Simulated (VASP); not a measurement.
Consider the following.

Space group Im-3m (No. 229); a = b = c = 5.672 Å, α = β = γ = 90.00°

| atom | site | symmetry | x | y | z |
|---|---|---|---|---|---|
| Rb | 2a | m-3m | 0.0000 | 0.0000 | 0.0000 |
(The calculation used a cell of 1 atom; values per cell refer to that cell.)

Calculation: PBE GGA, VASP's PBE PAW potentials (set 64) (plane waves; VASP 6.6.1). Settings: 480 eV cut-off, 8×8×8 Γ-centred mesh, first-order Methfessel-Paxton smearing of 0.10 eV, potentials Rb_sv.

Each relaxation starts from this cell; other phases were not tried.

Question: The cell is relaxed at 1 GPa. What happens?

Answer: The volume per atom goes from 91.26 to 72.51 Å³ (-20.5 %), and the cell becomes a = 5.2539 Å, b = 5.2539 Å, c = 5.2539 Å, α = 90.00°, β = 90.00°, γ = 90.00°, space group Im-3m.

Question: The cell is relaxed at 5 GPa. What happens?

Answer: The volume per atom goes from 91.26 to 49.37 Å³ (-45.9 %), and the cell becomes a = 4.622 Å, b = 4.622 Å, c = 4.622 Å, α = 90.00°, β = 90.00°, γ = 90.00°, space group Im-3m.

Failed runs are left out, and for metals the shear rows, which the mesh's noise covers.

The compound is Rb in the bcc structure.
